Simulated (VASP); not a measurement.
# Adsorption sites of Cl on Hf(0001)

Which site of Hf(0001) does Cl prefer, and what does it do to the work function?

Calculated with VASP 6.6.1; RPBE; plane waves and PAW (Hf), in the first sound run; inputs show where later runs differ.

Most raw output is cut from this account.

## Step 1: Starting point

Symmetry: P6_3/mmc, No. 194, hexagonal system. The conventional cell has a = 3.200 Å, b = 3.200 Å, c = 5.062 Å, α = 90.00°, β = 90.00°, γ = 120.00°. Nearest to Hf lie 12 Hf at 3.13 to 3.20 Å.

## Step 2: The bulk reference, job relaxation, k-mesh 14×14×8

The bulk crystal is relaxed first, so that the slabs are cut at this functional's lattice.

The input, INCAR:

```
SYSTEM = Hf
PREC = Accurate
ENCUT = 420
EDIFF = 1E-06
NELM = 120
ISMEAR = 1
SIGMA = 0.15
LREAL = .FALSE.
ALGO = Normal
GGA = RP
NBANDS = 10
LASPH = .TRUE.
LORBIT = 11
LWAVE = .FALSE.
LCHARG = .FALSE.
KPAR = 4
IBRION = 2
NSW = 30
ISIF = 3
EDIFFG = -0.01
POTIM = 0.4
```

The input, POSCAR:

```
Hf
1.0
    3.2000000000      0.0000000000      0.0000000000
   -1.6000000000      2.7712812921      0.0000000000
    0.0000000000      0.0000000000      5.0624000000
Hf
2
Direct
    0.0000000000      0.0000000000      0.0000000000
    0.3333333333      0.6666666667      0.5000000000
```

The input, KPOINTS:

```
Automatic mesh
0
Gamma
14 14 8
0 0 0
```

PAW data sets: Hf (PBE family, release 64).

Run with:

```
> mpirun -np 4 vasp_std
```

Wall time 15 s (4 MPI ranks of Intel Xeon 6975P-C (Granite Rapids), shared host); peak memory 0.72 GiB; 57 s of CPU time.

The PAW data sets were made with PBE, which is usual practice but a small mismatch for other functionals. The data set Hf keeps the semicore shell frozen, which is cheaper and a little less accurate. The run keeps the 24 symmetry operations of its start, so it cannot find a distortion of lower symmetry.

Step by step:

```
step  energy less that of the first step (eV)  largest force (eV/Å)  pressure (GPa)  volume (Å³)
   1                                   0.0000                0.0000            1.64        44.89
   2                                  -0.0013                0.0000           -1.25        46.10
   3                                  -0.0034                0.0000            0.00        45.56
   4                                  -0.0034                0.0000           -0.03        45.57
   5                                  -0.0034                0.0000           -0.03        45.57
   6                                  -0.0034                0.0000           -0.02        45.57
```

```
conventional cell, symmetrised  before  after  change
                         a (Å)   3.200  3.220  +0.6 %
                         b (Å)   3.200  3.220  +0.6 %
                         c (Å)   5.062  5.076  +0.3 %
              volume (Å³/atom)   22.45  22.78  +1.5 %
```

The relaxed structure:

```xyz
2
Lattice="3.2196 0.0000 0.0000 -1.6098 2.7883 0.0000 0.0000 0.0000 5.0757" Properties=species:S:1:pos:R:3 pbc="T T T"
Hf    0.0000    0.0000    0.0000
Hf    0.0000    1.8589    2.5378
```

Numbers from this step:

```
electronic cycles       : 29
electrons               : 8
free energy (TOTEN)     : -19.06 eV
energy at zero smearing : -19.06 eV
Fermi energy            : 5.219 eV
metallic                : yes
```

The run ended after 6 ionic steps, 0.003 eV below its first step, once forces and stress met EDIFFG = -0.01.

Energy at zero smearing: -19.06500 eV.

## Step 3: The bulk reference, job self-consistent run, k-mesh 17×17×9

The input, INCAR:

```
SYSTEM = Hf
PREC = Normal
ENCUT = 320
EDIFF = 1E-06
NELM = 120
ISMEAR = 1
SIGMA = 0.15
LREAL = .FALSE.
ALGO = Fast
GGA = RP
NBANDS = 10
LASPH = .TRUE.
LORBIT = 11
LWAVE = .FALSE.
LCHARG = .FALSE.
KPAR = 4
```

The input, POSCAR:

```
Hf
1.0
    3.2196391394      0.0000000000      0.0000000000
   -1.6098195697      2.7882892857      0.0000000000
    0.0000000000      0.0000000000      5.0756585627
Hf
2
Direct
    0.0000000000      0.0000000000      0.0000000000
    0.3333333333      0.6666666667      0.5000000000
```

The input, KPOINTS:

```
Automatic mesh
0
Gamma
17 17 9
0 0 0
```

Run with:

```
> mpirun -np 4 vasp_std
```

Elapsed: 4.8 s, on 4 MPI ranks; peak memory 0.51 GiB; 17 s of CPU time.

This step gave:

* electronic cycles: 16
* Fermi energy: 5.227 eV

Energy at zero smearing: -19.06343 eV.

The run ends at a pressure of -0.09 GPa.

## Step 4: Relaxing the slab

System of this step: Hf(0001). The cell holds 12 atoms: 12 Hf. Cell: a = 6.439 Å, b = 6.439 Å, c = 20.076 Å, α = 90.0°, β = 90.0°, γ = 60.0°. It derives from Hf. 3 layers of hcp Hf, cut at this functional's lattice. Vacuum lies along c.

The free atoms relax, while those held by selective dynamics keep their cut positions.

The input, INCAR:

```
SYSTEM = Hf
PREC = Normal
ENCUT = 320
EDIFF = 1E-05
NELM = 120
ISMEAR = 1
SIGMA = 0.15
LREAL = .FALSE.
ALGO = Fast
GGA = RP
NBANDS = 36
LASPH = .TRUE.
LORBIT = 11
LWAVE = .FALSE.
LCHARG = .FALSE.
KPAR = 4
IBRION = 2
NSW = 40
ISIF = 2
EDIFFG = -0.03
POTIM = 0.4
MAXMIX = 40
IDIPOL = 3
LDIPOL = .TRUE.
DIPOL = 0.5 0.5 0.5
```

The input, POSCAR:

```
Hf
1.0
    6.4392782788      0.0000000000      0.0000000000
    3.2196391394      5.5765785715      0.0000000000
    0.0000000000      0.0000000000     20.0756585627
Hf
12
Selective dynamics
Direct
    0.0000000000      0.0000000000      0.3735867500  F F F
    0.5000000000      0.0000000000      0.3735867500  F F F
    0.0000000000      0.5000000000      0.3735867500  F F F
    0.5000000000      0.5000000000      0.3735867500  F F F
    0.8333333300      0.3333333300      0.5000000000  T T T
    0.3333333300      0.3333333300      0.5000000000  T T T
    0.8333333300      0.8333333300      0.5000000000  T T T
    0.3333333300      0.8333333300      0.5000000000  T T T
    0.0000000000      0.0000000000      0.6264132500  T T T
    0.5000000000      0.0000000000      0.6264132500  T T T
    0.0000000000      0.5000000000      0.6264132500  T T T
    0.5000000000      0.5000000000      0.6264132500  T T T
```

The input, KPOINTS:

```
Automatic mesh
0
Gamma
6 6 1
0 0 0
```

Run with:

```
> mpirun -np 4 vasp_std
```

The job ended after 2.2 min (4 MPI ranks; peak memory 1.3 GiB).

The run keeps the 6 symmetry operations of its start, so it cannot find a distortion of lower symmetry.

Relaxation path:

```
step  energy less that of the first step (eV)  largest force (eV/Å)
   1                                   0.0000                0.4504
   2                                  -0.0297                0.4036
   3                                  -0.0976                0.2375
   4                                  -0.1052                0.5474
   5                                  -0.1261                0.3341
   6                                  -0.1622                0.2542
   7                                  -0.2086                0.0719
   8                                  -0.2090                0.0573
   9                                  -0.2090                0.0557
  10                                  -0.2105                0.0095
```

The atoms that moved most (Å):

| atom | dx | dy | dz | length |
| --- | --- | --- | --- | --- |
| Hf9 | 0.000 | 0.000 | -0.216 | 0.216 |
| Hf10 | 0.000 | 0.000 | -0.216 | 0.216 |
| Hf11 | 0.000 | 0.000 | -0.216 | 0.216 |
| Hf12 | 0.000 | 0.000 | -0.216 | 0.216 |
| Hf5 | 0.000 | 0.000 | -0.109 | 0.109 |
| Hf6 | 0.000 | 0.000 | -0.109 | 0.109 |
| Hf7 | 0.000 | 0.000 | -0.109 | 0.109 |
| Hf8 | 0.000 | 0.000 | -0.109 | 0.109 |

The relaxed structure:

```cif
data_structure
_symmetry_space_group_name_H-M 'P 1'
_symmetry_Int_Tables_number 1
_cell_length_a 6.4393
_cell_length_b 6.4393
_cell_length_c 20.0757
_cell_angle_alpha 90.000
_cell_angle_beta 90.000
_cell_angle_gamma 60.000
_cell_volume 720.90
loop_
_atom_site_label
_atom_site_type_symbol
_atom_site_fract_x
_atom_site_fract_y
_atom_site_fract_z
_atom_site_occupancy
Hf1 Hf 0.00000 0.00000 0.37359 1
Hf2 Hf 0.50000 0.00000 0.37359 1
Hf3 Hf 0.00000 0.50000 0.37359 1
Hf4 Hf 0.50000 0.50000 0.37359 1
Hf5 Hf 0.83333 0.33333 0.49456 1
Hf6 Hf 0.33333 0.33333 0.49456 1
Hf7 Hf 0.83333 0.83333 0.49456 1
Hf8 Hf 0.33333 0.83333 0.49456 1
Hf9 Hf 0.00000 0.00000 0.61567 1
Hf10 Hf 0.50000 0.00000 0.61567 1
Hf11 Hf 0.00000 0.50000 0.61567 1
Hf12 Hf 0.50000 0.50000 0.61567 1
```

Numbers from this step:

```
electronic cycles       : 96
electrons               : 48
free energy (TOTEN)     : -106.7512 eV
energy at zero smearing : -106.7479 eV
Fermi energy            : -0.4744 eV
dipole moment           : 0, 0, -7.00e-5 e·Å
```

The run ended after 10 ionic steps, 0.210 eV below its first step, once the forces on the free atoms met EDIFFG = -0.03.

## Step 5: Potential and states of the slab

A static run writes the electrostatic potential without exchange and correlation (LVHAR), which is flat in the vacuum and gives the level to count from. The dipole correction cancels the field that unlike faces would set up across the vacuum.

The input, INCAR:

```
SYSTEM = Hf
PREC = Normal
ENCUT = 320
EDIFF = 1E-06
NELM = 120
ISMEAR = 1
SIGMA = 0.15
LREAL = .FALSE.
ALGO = Fast
GGA = RP
NBANDS = 36
LASPH = .TRUE.
LORBIT = 11
LWAVE = .FALSE.
LCHARG = .FALSE.
KPAR = 4
IDIPOL = 3
LDIPOL = .TRUE.
DIPOL = 0.5 0.5 0.495
LVHAR = .TRUE.
LVACPOTAV = .TRUE.
NEDOS = 1500
```

The input, POSCAR:

```
Hf
1.0
    6.4392782788      0.0000000000      0.0000000000
    3.2196391394      5.5765785715      0.0000000000
    0.0000000000      0.0000000000     20.0756585627
Hf
12
Selective dynamics
Direct
    0.0000000000      0.0000000000      0.3735867500  F F F
    0.5000000000      0.0000000000      0.3735867500  F F F
    0.0000000000      0.5000000000      0.3735867500  F F F
    0.5000000000      0.5000000000      0.3735867500  F F F
    0.8333333300      0.3333333300      0.4945573596  T T T
    0.3333333300      0.3333333300      0.4945573596  T T T
    0.8333333300      0.8333333300      0.4945573596  T T T
    0.3333333300      0.8333333300      0.4945573596  T T T
    0.0000000000      0.0000000000      0.6156673913  T T T
    0.5000000000      0.0000000000      0.6156673913  T T T
    0.0000000000      0.5000000000      0.6156673913  T T T
    0.5000000000      0.5000000000      0.6156673913  T T T
```

KPOINTS is that of step 4.

Run with:

```
> mpirun -np 4 vasp_std
```

It took 36 s on 4 MPI ranks; peak memory 1.1 GiB; 2.3 min of CPU time.

This step gave:

| Property | Result |
| --- | --- |
| electronic cycles | 25 |
| energy at zero smearing | -106.7480 eV |
| Fermi energy | -0.4751 eV |
| dipole moment | 0, 0, -3.03e-4 e·Å |
| vacuum levels | 3.646, 3.648 eV |
| work functions of the upper and lower face | 4.121, 4.123 eV |

Zero at the Fermi level. The planar average of the electrostatic potential by height:

```csv
height (Å),planar average of the electrostatic potential (eV)
0.0,4.12
0.5,4.12
1.0,4.12
1.5,4.12
2.0,4.12
2.5,4.12
3.0,4.12
3.5,4.11
4.0,4.09
4.5,4.03
5.0,3.86
5.5,3.35
6.0,1.89
6.5,-1.85
7.0,-7.12
7.5,-9.45
8.0,-6.54
8.5,-1.78
9.0,-2.29
9.5,-7.16
10.0,-9.16
10.5,-5.77
11.0,-1.39
11.5,-2.85
12.0,-7.81
12.5,-9.32
13.0,-5.73
13.5,-0.485
14.0,2.45
14.5,3.55
15.0,3.93
15.5,4.06
16.0,4.10
16.5,4.12
17.0,4.12
17.5,4.12
18.0,4.12
18.5,4.12
19.0,4.12
19.5,4.12
```

Density of states in the PAW spheres, an atom over height of the layer and energy from the Fermi level.

Values in states/eV, 22 rows by 3 columns, each cell a mean:
```
1.11 0.52 1.11
1.63 0.64 1.64
1.07 0.65 1.07
0.83 0.82 0.83
1.31 1.77 1.31
0.32 0.43 0.32
0.49 0.64 0.49
0.58 0.71 0.58
0.55 0.69 0.55
0.46 0.60 0.46
0.28 0.43 0.28
0.22 0.19 0.22
0.15 0.18 0.15
0.15 0.14 0.15
0.11 0.12 0.11
0.06 0.11 0.06
0.05 0.10 0.05
0.04 0.07 0.04
0.03 0.05 0.03
0.00 0.00 0.00
0.00 0.00 0.00
0.00 0.00 0.00
```
Columns: height of the layer (Å) from 7.5 to 12.4; rows upwards: energy from the Fermi level (eV) from -7.9 to 0.5.

The map of layer states is cut here 0.5 eV above the Fermi level, so it leaves out the states above that.

The vacuum level lies 4.12 eV above the Fermi level at the upper face; both faces agree, as the slab has next to no dipole.

The program found no field-free point at its default tolerance, but its printed level agrees with the flat part of the planar average.

On this mesh the fine structure of the density of states is sampling noise, and high empty states may be cut by the number of bands.

## Step 6: Relaxing the adsorbate, site ontop

This step: RPBE; plane waves and PAW (Hf, Cl) (VASP 6.6.1).

System of this step: Hf12Cl (Hf(0001)). The cell holds 13 atoms: 12 Hf and 1 Cl. Its edges and angles: a = 6.439 Å, b = 6.439 Å, c = 20.076 Å, α = 90.0°, β = 90.0°, γ = 60.0°. It derives from Hf. Cl over the ontop site of Hf(0001). Vacuum lies along c.

The adsorbate starts over a high-symmetry site, and it relaxes with the upper layers within that symmetry.

The input, INCAR:

```
SYSTEM = Hf12Cl
PREC = Normal
ENCUT = 320
EDIFF = 1E-05
NELM = 120
ISMEAR = 1
SIGMA = 0.15
LREAL = Auto
ALGO = Fast
GGA = RP
NBANDS = 40
LASPH = .TRUE.
LORBIT = 11
LWAVE = .FALSE.
LCHARG = .FALSE.
KPAR = 4
IBRION = 2
NSW = 50
ISIF = 2
EDIFFG = -0.03
POTIM = 0.4
MAXMIX = 40
IDIPOL = 3
LDIPOL = .TRUE.
DIPOL = 0.5 0.5 0.511
```

The input, POSCAR:

```
Hf12Cl
1.0
    6.4392782788      0.0000000000      0.0000000000
    3.2196391394      5.5765785715      0.0000000000
    0.0000000000      0.0000000000     20.0756585627
Hf Cl
12 1
Selective dynamics
Direct
    0.0000000000      0.0000000000      0.3735867500  F F F
    0.5000000000      0.0000000000      0.3735867500  F F F
    0.0000000000      0.5000000000      0.3735867500  F F F
    0.5000000000      0.5000000000      0.3735867500  F F F
    0.8333333300      0.3333333300      0.4945573600  T T T
    0.3333333300      0.3333333300      0.4945573600  T T T
    0.8333333300      0.8333333300      0.4945573600  T T T
    0.3333333300      0.8333333300      0.4945573600  T T T
    0.0000000000      0.0000000000      0.6156673900  T T T
    0.5000000000      0.0000000000      0.6156673900  T T T
    0.0000000000      0.5000000000      0.6156673900  T T T
    0.5000000000      0.5000000000      0.6156673900  T T T
    0.0000000000      0.0000000000      0.7103093700  T T T
```

KPOINTS is that of step 5.

PAW data sets: Hf and Cl (PBE family, release 64).

Run with:

```
> mpirun -np 4 vasp_std
```

The job ended after 4.5 min (4 MPI ranks; peak memory 1.3 GiB).

This run has no spin polarisation. Its electron count is odd, so without a moment it is a metal by construction.

Step by step (22 of 27):

| step | energy less that of the first step (eV) | largest force (eV/Å) |
| --- | --- | --- |
| 1 | 0.0000 | 17.3027 |
| 2 | -0.8644 | 5.8203 |
| 3 | -1.5041 | 5.2476 |
| 5 | -2.6751 | 1.5064 |
| 6 | -2.6750 | 1.7623 |
| 7 | -2.6756 | 1.6248 |
| 8 | -2.8861 | 1.1098 |
| 10 | -3.0559 | 0.6269 |
| 11 | -3.1278 | 0.4584 |
| 12 | -3.2239 | 0.6165 |
| 13 | -3.2292 | 0.6503 |
| 15 | -3.2660 | 0.4250 |
| 16 | -3.2899 | 0.1873 |
| 17 | -3.2948 | 0.2354 |
| 18 | -3.2960 | 0.2237 |
| 20 | -3.3235 | 0.0740 |
| 21 | -3.3238 | 0.0906 |
| 22 | -3.3238 | 0.0879 |
| 23 | -3.3244 | 0.1293 |
| 25 | -3.3250 | 0.0587 |
| 26 | -3.3250 | 0.0420 |
| 27 | -3.3252 | 0.0203 |

The atoms that moved most (Å):

```
atom      dx      dy      dz  length
Cl13   0.000   0.000   0.794   0.794
 Hf9   0.000   0.000   0.323   0.323
 Hf6   0.000   0.000  -0.079   0.079
Hf12  -0.057  -0.033  -0.042   0.079
Hf11   0.057  -0.033  -0.042   0.079
Hf10   0.000   0.066  -0.042   0.079
 Hf7   0.006   0.003  -0.019   0.020
 Hf8  -0.006   0.003  -0.019   0.020
```

The relaxed structure:

```cif
data_structure
_symmetry_space_group_name_H-M 'P 1'
_symmetry_Int_Tables_number 1
_cell_length_a 6.4393
_cell_length_b 6.4393
_cell_length_c 20.0757
_cell_angle_alpha 90.000
_cell_angle_beta 90.000
_cell_angle_gamma 60.000
_cell_volume 720.90
loop_
_atom_site_label
_atom_site_type_symbol
_atom_site_fract_x
_atom_site_fract_y
_atom_site_fract_z
_atom_site_occupancy
Hf1 Hf 0.00000 0.00000 0.37359 1
Hf2 Hf 0.50000 0.00000 0.37359 1
Hf3 Hf 0.00000 0.50000 0.37359 1
Hf4 Hf 0.50000 0.50000 0.37359 1
Hf5 Hf 0.83392 0.33216 0.49359 1
Hf6 Hf 0.33333 0.33333 0.49063 1
Hf7 Hf 0.83392 0.83392 0.49359 1
Hf8 Hf 0.33216 0.83392 0.49359 1
Hf9 Hf 0.00000 0.00000 0.63175 1
Hf10 Hf 0.49406 0.01187 0.61357 1
Hf11 Hf 0.01187 0.49406 0.61357 1
Hf12 Hf 0.49406 0.49406 0.61357 1
Cl13 Cl 0.00000 0.00000 0.74988 1
```

This step gave:

- electronic cycles: 261
- electrons: 55
- free energy (TOTEN): -111.1946 eV
- energy at zero smearing: -111.1959 eV
- Fermi energy: -0.4017 eV
- dipole moment: 0, 0, 0.08082 e·Å

The run ended after 27 ionic steps, 3.325 eV below its first step, once the forces on the free atoms met EDIFFG = -0.03.

VASP counts the dipole in electrons times Å, so a positive number points the physical dipole along −c.

## Step 7: Potential and states with the adsorbate, site ontop

A static run like the clean slab's shows how the vacuum level shifts, by charge transfer, by any dipole of the adsorbate and by the slab's own rearrangement.

The input, INCAR:

```
SYSTEM = Hf12Cl
PREC = Normal
ENCUT = 320
EDIFF = 1E-06
NELM = 120
ISMEAR = 1
SIGMA = 0.15
LREAL = Auto
ALGO = Fast
GGA = RP
NBANDS = 40
LASPH = .TRUE.
LORBIT = 11
LWAVE = .FALSE.
LCHARG = .FALSE.
KPAR = 4
IDIPOL = 3
LDIPOL = .TRUE.
DIPOL = 0.5 0.5 0.514
LVHAR = .TRUE.
LVACPOTAV = .TRUE.
NEDOS = 1500
```

The input, POSCAR:

```
Hf12Cl
1.0
    6.4392782788      0.0000000000      0.0000000000
    3.2196391394      5.5765785715      0.0000000000
    0.0000000000      0.0000000000     20.0756585627
Hf Cl
12 1
Selective dynamics
Direct
    0.0000000000      0.0000000000      0.3735867500  F F F
    0.5000000000      0.0000000000      0.3735867500  F F F
    0.0000000000      0.5000000000      0.3735867500  F F F
    0.5000000000      0.5000000000      0.3735867500  F F F
    0.8339204413      0.3321591073      0.4935917702  T T T
    0.3333333300      0.3333333300      0.4906296131  T T T
    0.8339204413      0.8339204413      0.4935917702  T T T
    0.3321591073      0.8339204413      0.4935917702  T T T
    0.0000000000      0.0000000000      0.6317458617  T T T
    0.4940643405      0.0118713190      0.6135650082  T T T
    0.0118713190      0.4940643405      0.6135650082  T T T
    0.4940643405      0.4940643405      0.6135650082  T T T
    0.0000000000      0.0000000000      0.7498802833  T T T
```

KPOINTS is that of step 6.

Run with:

```
> mpirun -np 4 vasp_std
```

Wall time 28 s (4 MPI ranks); peak memory 1.1 GiB.

Numbers from this step:

- electronic cycles: 28
- Fermi energy: -0.4056 eV
- dipole moment: 0, 0, 0.08098 e·Å
- vacuum levels: 4.27, 3.861 eV
- work functions of the upper and lower face: 4.676, 4.267 eV

Zero at the Fermi level. Table of planar average of the electrostatic potential by height:

```csv
height (Å),planar average of the electrostatic potential (eV)
0.0,4.62
0.5,4.31
1.0,4.27
1.5,4.27
2.0,4.27
2.5,4.27
3.0,4.27
3.5,4.26
4.0,4.24
4.5,4.18
5.0,4.00
5.5,3.46
6.0,1.98
6.5,-1.82
7.0,-7.13
7.5,-9.47
8.0,-6.55
8.5,-1.90
9.0,-2.64
9.5,-7.44
10.0,-9.09
10.5,-5.44
11.0,-1.09
11.5,-2.45
12.0,-7.27
12.5,-9.16
13.0,-6.22
13.5,-1.25
14.0,1.95
14.5,1.73
15.0,-0.143
15.5,1.76
16.0,4.16
16.5,4.58
17.0,4.66
17.5,4.67
18.0,4.68
18.5,4.68
19.0,4.68
19.5,4.68
```

Density of states in the PAW spheres, an atom over height of the layer and energy from the Fermi level.

Values in states/eV, 22 rows by 6 columns, each cell a mean:
```
1.21 0.52 0.61 1.35 1.06 0.13
1.36 0.73 0.66 1.51 1.04 0.12
1.06 0.66 0.71 1.01 0.82 0.04
0.91 0.79 0.97 0.99 0.89 0.08
1.29 1.74 1.53 1.20 0.77 0.07
0.32 0.47 0.41 0.32 0.24 0.01
0.51 0.69 0.67 0.55 0.46 0.03
0.58 0.76 0.70 0.64 0.57 0.06
0.60 0.74 0.67 0.51 0.45 0.09
0.45 0.59 0.55 0.44 0.37 0.15
0.32 0.43 0.44 0.29 0.28 0.51
0.17 0.18 0.18 0.20 0.63 4.91
0.20 0.20 0.21 0.23 0.30 0.96
0.12 0.16 0.12 0.10 0.51 1.20
0.13 0.12 0.11 0.11 0.39 0.65
0.07 0.12 0.12 0.07 0.11 0.10
0.05 0.09 0.09 0.05 0.05 0.02
0.04 0.07 0.07 0.04 0.04 0.01
0.03 0.05 0.05 0.03 0.02 0.01
0.00 0.00 0.00 0.00 0.00 0.00
0.00 0.00 0.00 0.00 0.00 0.00
0.00 0.00 0.00 0.00 0.00 0.00
```
Columns: height of the layer (Å) from 7.5 to 15.1 (not evenly spaced); rows upwards: energy from the Fermi level (eV) from -7.9 to 0.5.

Force by atom:

```csv
atom,x (eV/Å),y (eV/Å),z (eV/Å),size
Hf1,0.000,0.000,0.458,0.458
Hf2,0.000,-0.093,-0.158,0.183
Hf3,-0.081,0.047,-0.158,0.183
Hf4,0.081,0.047,-0.158,0.183
Hf5,0.000,0.010,0.005,0.011
Hf6,0.000,0.000,-0.017,0.017
Hf7,-0.008,-0.005,0.005,0.011
Hf8,0.008,-0.005,0.005,0.011
Hf9,0.000,0.000,0.012,0.012
Hf10,0.000,-0.001,-0.002,0.002
Hf11,-0.001,0.001,-0.002,0.002
Hf12,0.001,0.001,-0.002,0.002
Cl13,0.000,0.000,0.011,0.011
```

The map of layer states is cut here 0.5 eV above the Fermi level, so it leaves out the states above that.

At the end the adsorbate's closest contact with the slab is Cl-Hf at 2.37 Å, nearly straight above the slab's atom, and its lowest atom lies 2.37 Å above the highest atom of the slab.

The vacuum level lies 4.68 eV above the Fermi level at the upper face; the two faces differ by 0.41 eV, the step that the slab's dipole of 0.081 e·Å makes.

VASP counts the dipole in electrons times Å, so a positive number points the physical dipole along −c.

The program warns that it found no field-free vacuum at its default tolerance, so these levels carry more doubt.

On this mesh the fine structure of the density of states is sampling noise, and high empty states may be cut by the number of bands.

(Continued in part 2 of 2.)

[Lines on the potential files, build, host, timing and source positions are cut from VASP's logs without a mark.]

[Logs are printed without paths, hosts, clocks, repeated set-up lines and the standing remarks that a program may print on its own settings, such as how far it seeks lower states.]

[Hosts, paths, dates, database ids (printed as entryN), source tags and the programs' standing remarks are cut or masked in the printed files.]

[Runs that stopped without an error message from VASP are left out.]
